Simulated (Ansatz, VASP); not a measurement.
# Rb4Sn in VASP and in Ansatz

```
CELL_PARAMETERS angstrom
6.66617 0.00000 0.00000
-3.33308 5.77307 0.00000
0.00000 0.00000 5.64039
ATOMIC_POSITIONS crystal
Rb 0.50000 0.00000 0.50000
Rb 0.00000 0.50000 0.50000
Rb 0.50000 0.50000 0.50000
Rb 0.00000 0.00000 0.00000
Sn 0.00000 0.00000 0.50000
```

Alike in both runs: task single point; functional PBE; k mesh 3 × 3 × 4; occupations gaussian, width 0.1 eV; no spin polarisation.

|  | VASP | Ansatz |
| --- | --- | --- |
| version | VASP 6.6.1 | Ansatz 0.2.0 |
| potentials or method | VASP PAW PBE potentials, release 64 (Rb_sv, Sn_d) | scalar-relativistic, plane waves, PAW |
| plane-wave cutoff (eV) | 520 | 420 |
| valence electrons in the cell | 50 | 50 |

Ansatz gave:

| Property | Result |
| --- | --- |
| gap on the k mesh at the Fermi level (eV) | none |
| pressure (GPa) | 9.8 |
| largest component of the traceless stress (GPa) | 0.35 |

Question: Which values does VASP return?

Answer: gap on the k mesh at the Fermi level (eV): none; pressure (GPa): 9.9; largest component of the traceless stress (GPa): 0.36.

A gap of «none» marks a metal or a gap that the smearing closes. With one functional, cell and mesh, what is left measures potentials, basis and numerics.

Caveats: the k mesh is coarse (spacing up to 0.36 Å⁻¹), so the values aren't converged.
